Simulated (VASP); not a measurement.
Given:

```
CELL_PARAMETERS angstrom
      0.00000     3.22317     3.22317
      3.22317     0.00000     3.22317
      3.22317     3.22317     0.00000
ATOMIC_POSITIONS crystal
  Na 0.00000 0.00000 0.00000
  I  0.50000 0.50000 0.50000
```

These are r2SCAN meta-GGA, VASP's PBE PAW potentials (set 64) (plane waves; VASP) values and carry that method's errors. Numerical set-up: 480 eV cut-off, 8×8×8 Γ-centred mesh, Gaussian smearing of 0.050 eV, potentials Na_pv I.

Unless said otherwise, spin-orbit coupling is left out, though it shifts the bands of the heavy elements here.

Q: Predict the energy per atom (σ→0), band gap (on the k-mesh) with the smallest direct gap where there is one.

A: 
| Property | Value |
|---|---|
| band gap (on the k-mesh) | 4.48 eV |
| smallest direct gap (on the k-mesh) | 4.48 eV |
| energy per atom (σ→0) | -15.543 eV/atom |

Total energies compare only between runs with the same potentials, cut-off and functional.

The compound is NaI in the rock salt structure. It was relaxed first.
